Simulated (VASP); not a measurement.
Set up this calculation in VASP 6.6.1, as the native input.

* Task: single point
* Functional: PBEsol
* Potentials or basis: VASP PAW PBE potentials, release 64 (Ru_pv, Se)
* Cutoff: 520 eV
* k mesh: 6 × 6 × 6
* Occupations: gaussian, width 0.05 eV
* Spin: collinear spin, ferromagnetic start
* Starting moments: [1.0, 0.0] μB
* Hubbard terms: Ru d U = 3 eV
* Further INCAR settings: ALGO = Normal; EDIFF = 1e-07; NBANDS = 21

The structure of RuSe lies in POSCAR:

```
RuSe
1.0
    3.1876923100      0.0000000000      0.0000000000
    0.0000000000      3.1876923100      0.0000000000
    0.0000000000      0.0000000000      3.1876923100
Ru Se
1 1
Direct
    0.0000000000      0.0000000000      0.0000000000
    0.5000000000      0.5000000000      0.5000000000
```

The cell comes from a database or a generator and needn't be the stable form of this composition.

The input as run:

INCAR

```
SYSTEM = RuSe
ALGO = Normal
EDIFF = 1E-7
ENCUT = 520
GGA = PS
ISIF = 2
ISMEAR = 0
ISPIN = 2
LASPH = .TRUE.
LCHARG = .TRUE.
LDAU = .TRUE.
LDAUJ = 0 0
LDAUL = 2 -1
LDAUPRINT = 1
LDAUTYPE = 2
LDAUU = 3 0
LELF = .TRUE.
LMAXMIX = 4
LORBIT = 11
LREAL = .FALSE.
LVHAR = .TRUE.
LWAVE = .FALSE.
MAGMOM = 1 0
NBANDS = 21
NELM = 60
PREC = Accurate
SIGMA = 0.05
```

KPOINTS

```
k-points
0
G
  6 6 6
  0 0 0
```

Potentials or basis: VASP PAW PBE potentials, release 64 (Ru_pv, Se).

Run with:

```bash
$ cat potpaw_PBE.64/Ru_pv/POTCAR potpaw_PBE.64/Se/POTCAR > POTCAR
$ mpirun -np 1 vasp_std > vasp.out
```

Results of the run:

```yaml
Pressure: -13.1 GPa
Band_gap_on_the_k_mesh: none (metal or under the smearing width)
Net_moment: 1.41 μB per cell
Site_moments: Ru +1.45; Se -0.01 μB
Valence_electrons_inside_the_program's_atomic_spheres: Ru 12.48; Se 3.73
```

Caveat: the PAW data sets were made with another functional, which shifts forces and pressure a little.

Wall time 47 s on 1 thread of AMD EPYC 7R43 64-Core Processor (Zen 3), with other jobs on the host, peak memory 0.13 GiB.
